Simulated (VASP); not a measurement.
Calculation: r2SCAN meta-GGA with spin-orbit coupling, VASP's PBE PAW potentials (set 64) (plane waves; VASP).

VASP ran on this input.

INCAR:
```
SYSTEM  =  Pb
PREC  =  Accurate; ENCUT  =  400; LREAL  =  F
LASPH  =  T
EDIFF  =  1E-6; NELM  =  100; ALGO  =  Normal
LMAXMIX  =  4; LMIXTAU  =  T
ISMEAR  =  0; SIGMA  =  0.05
METAGGA  =  R2SCAN; GGA_COMPAT  =  F
MAGMOM  =  3*0; LSORBIT  =  T
LWAVE  =  F; LCHARG  =  F
```

**KPOINTS_OPT**
```
k-points along high-symmetry lines
8
Line-mode
Reciprocal
  0.000000   0.000000   0.000000 ! GAMMA
  0.500000  -0.500000   0.500000 ! H

  0.500000  -0.500000   0.500000 ! H
  0.000000   0.000000   0.500000 ! N

  0.000000   0.000000   0.500000 ! N
  0.000000   0.000000   0.000000 ! GAMMA

  0.000000   0.000000   0.000000 ! GAMMA
  0.250000   0.250000   0.250000 ! P

  0.250000   0.250000   0.250000 ! P
  0.500000  -0.500000   0.500000 ! H

  0.250000   0.250000   0.250000 ! P
  0.000000   0.000000   0.500000 ! N
```

File KPOINTS:
```
Automatic mesh
0
Gamma
12 12 12
0 0 0
```

**POSCAR**
```
Pb
1
   -1.9782634955     1.9782634955     1.9782634955
    1.9782634955    -1.9782634955     1.9782634955
    1.9782634955     1.9782634955    -1.9782634955
Pb
1
Direct
  0.0000000000   0.0000000000   0.0000000000
```

POTCAR, in this order: Pb_d (PBE.64 set). Program: vasp_ncl.

**Question.** What does the run give for the energy per atom (σ→0), band gap (over mesh and band path)?

**Answer.** 
```
Property                                                               Value
----------------------------------  ----------------------------------------
energy per atom (σ→0)                                        -56.778 eV/atom
band gap (over mesh and band path)  none (metal, semimetal or under 0.01 eV)
```

File OSZICAR:
```
...
DAV:  12    -0.567782799366E+02   -0.17910E-02   -0.16558E-03  3930   0.822E-01    0.766E-03
DAV:  13    -0.567784023086E+02   -0.12237E-03   -0.17782E-04  3420   0.128E-01    0.948E-03
DAV:  14    -0.567784040123E+02   -0.17036E-05   -0.13879E-05  3534   0.282E-02    0.938E-03
DAV:  15    -0.567784042589E+02   -0.24658E-06   -0.17319E-05  4180   0.833E-02    0.305E-03
DAV:  16    -0.567784055088E+02   -0.12499E-05   -0.19923E-06  3196   0.256E-02    0.236E-03
DAV:  17    -0.567784049331E+02    0.57570E-06   -0.85916E-07  2646   0.176E-02
   1 F= -.56778405E+02 E0= -.56777562E+02  d E =-.168572E-02  mag=    -0.0000    -0.0000    -0.0000
       N       E                     dE             ncg
```

The structure was generated: Pb was put into the bcc type (Im-3m), which need not be its known phase. It was relaxed first.
